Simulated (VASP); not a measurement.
The system is Zn7CdSe8.

```
Cd Zn Se
1.0
    -5.69826    0.00000    5.69826
    -5.69826   -5.69826    0.00000
     0.00000   -5.69826    5.69826
Cd Zn Se
1 7 8
Direct
  0.00000 0.50000 0.00000
  0.99906 0.00094 0.99906
  0.99906 0.49906 0.50094
  0.99906 0.00094 0.50094
  0.50094 0.49906 0.99906
  0.50094 0.00094 0.99906
  0.50094 0.49906 0.50094
  0.50000 0.00000 0.50000
  0.13082 0.10753 0.13082
  0.13082 0.63082 0.13082
  0.12484 0.12505 0.62505
  0.13082 0.63082 0.60753
  0.62505 0.12505 0.12484
  0.60753 0.63082 0.13082
  0.62505 0.12505 0.62505
  0.62505 0.62484 0.62505
```

The cell was built by a generator and needn't be a form met in nature.

Base run:

```yaml
Program: VASP 6.6.1
Functional: r2SCAN
Potentials_or_basis: VASP PAW PBE potentials, release 64 (Cd, Zn, Se)
Cutoff: 520 eV
k_mesh: 4 × 4 × 4
Occupations: gaussian, width 0.03 eV
Spin: no spin polarisation
```

Its results: band gap on the k mesh 1.74 eV, direct.

Task: The run is repeated on the same cell with these changes: functional from r2SCAN to TB-mBJ. What comes out?

Result: Band gap on the k mesh 2.62 eV, direct.
